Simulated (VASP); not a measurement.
The system is TaMo2C3.

```
Ta Mo C
1.0
     4.42634    0.00000    0.00000
     0.00000    4.42634    0.00000
     0.00000    0.00000    4.62805
Ta Mo C
1 2 3
Direct
  0.50000 0.50000 0.76690
  0.50000 0.00000 0.41881
  0.00000 0.50000 0.41881
  0.50000 0.00000 0.96117
  0.00000 0.50000 0.96117
  0.00000 0.00000 0.76493
```

The cell was built by a generator and needn't be a form met in nature.

* Program: VASP 6.6.1
* Task: relaxation of cell and atoms
* Functional: PBE
* Potentials or basis: VASP PAW PBE potentials, release 64 (Ta_pv, Mo_sv, C)
* Cutoff: 520 eV
* k mesh: 4 × 4 × 4
* Occupations: gaussian, width 0.15 eV
* Spin: no spin polarisation

At the start: pressure -24.0 GPa; volume 15.11 Å³/atom.

Q: How do energy, volume and symmetry change on relaxing?

A: Over 22 steps the energy falls by 1097.9 meV/atom and the volume is 12.87 Å³/atom (-14.8 %); space group P4mm (No. 99, to 0.05 Å).

Step by step:
```csv
step,energy change (eV),largest force (eV/Å),pressure (GPa),volume (Å³)
1,0.0000,3.4989,-24.02,90.68
2,0.4838,5.1366,65.65,63.85
3,-1.6517,4.6046,3.15,76.59
4,-1.6598,4.6418,5.64,75.80
5,-2.8362,2.6371,6.54,74.30
6,-3.7316,3.3504,14.84,71.97
7,-4.4922,3.3073,-10.38,79.44
8,-4.4950,3.3068,-11.00,79.78
9,-5.3798,2.9447,-7.06,78.92
10,-4.9989,4.9805,9.53,76.26
11,-5.8659,2.3222,1.99,77.68
12,-5.8881,1.9788,0.23,77.91
13,-6.1715,1.3340,-0.45,77.99
14,-6.4908,0.6522,-1.51,78.10
15,-6.5123,0.5004,-1.69,78.12
16,-6.5583,0.3490,3.88,76.11
17,-6.5825,0.1669,1.58,76.85
18,-6.5730,0.0705,-3.28,78.37
19,-6.5864,0.1018,-0.43,77.37
20,-6.5864,0.1004,-0.19,77.34
21,-6.5864,0.0941,-0.27,77.35
22,-6.5873,0.0382,0.17,77.22
```

Final structure:
```yaml
crystal:
  lattice:
    - [4.30999, 0.00000, 0.00000]
    - [0.00000, 4.30999, 0.00000]
    - [0.00000, 0.00000, 4.15711]
  atoms:
    - { symbol: Ta, position: [0.50000, 0.50000, 0.96597] }
    - { symbol: Mo, position: [0.50000, 0.00000, 0.46950] }
    - { symbol: Mo, position: [0.00000, 0.50000, 0.46950] }
    - { symbol: C, position: [0.50000, 0.00000, 0.96622] }
    - { symbol: C, position: [0.00000, 0.50000, 0.96622] }
    - { symbol: C, position: [0.00000, 0.00000, 0.45439] }
```
